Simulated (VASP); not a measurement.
Sb:

```
Sb
1.0
     2.15420    1.24373    3.75800
    -2.15420    1.24373    3.75800
     0.00000   -2.48746    3.75800
Sb
2
Direct
  0.23349 0.23349 0.23349
  0.76651 0.76651 0.76651
```

| Item | Value |
| --- | --- |
| Program | VASP 6.6.1 |
| Task | relaxation of cell and atoms |
| Functional | r2SCAN |
| Dispersion | rVV10 |
| Potentials or basis | VASP PAW PBE potentials, release 64 (Sb) |
| Cutoff | 520 eV |
| k mesh | 9 × 9 × 9 |
| Occupations | gaussian, width 0.02 eV |
| Spin | no spin polarisation |

At the start: pressure 1.3 GPa; volume 30.21 Å³/atom.

**Question.** How do energy, volume and symmetry change on relaxing?

**Answer.** Over 13 steps the energy falls by 2.4 meV/atom and the volume is 30.88 Å³/atom (+2.2 %); space group R-3m (No. 166, to 0.05 Å).

The path:
```csv
step,energy change (eV),largest force (eV/Å),pressure (GPa),volume (Å³)
1,0.0000,0.0818,1.25,60.41
2,-0.0016,0.1318,-0.89,62.50
3,-0.0046,0.0392,0.03,61.55
4,-0.0046,0.0416,0.01,61.58
5,-0.0047,0.0266,0.00,61.63
6,-0.0048,0.0066,-0.01,61.70
7,-0.0048,0.0033,-0.01,61.72
8,-0.0048,0.0001,0.02,61.71
9,-0.0048,0.0025,0.03,61.71
10,-0.0048,0.0064,0.07,61.70
11,-0.0048,0.0039,0.04,61.70
12,-0.0048,0.0023,-0.01,61.77
13,-0.0048,0.0007,0.00,61.76
```

Final structure:
```
CELL_PARAMETERS angstrom
2.16950 1.25256 3.78765
-2.16950 1.25256 3.78765
0.00000 -2.50512 3.78765
ATOMIC_POSITIONS crystal
Sb 0.23320 0.23320 0.23320
Sb 0.76680 0.76680 0.76680
```

Caveat: the PAW data sets were made with another functional, which shifts forces and pressure a little.
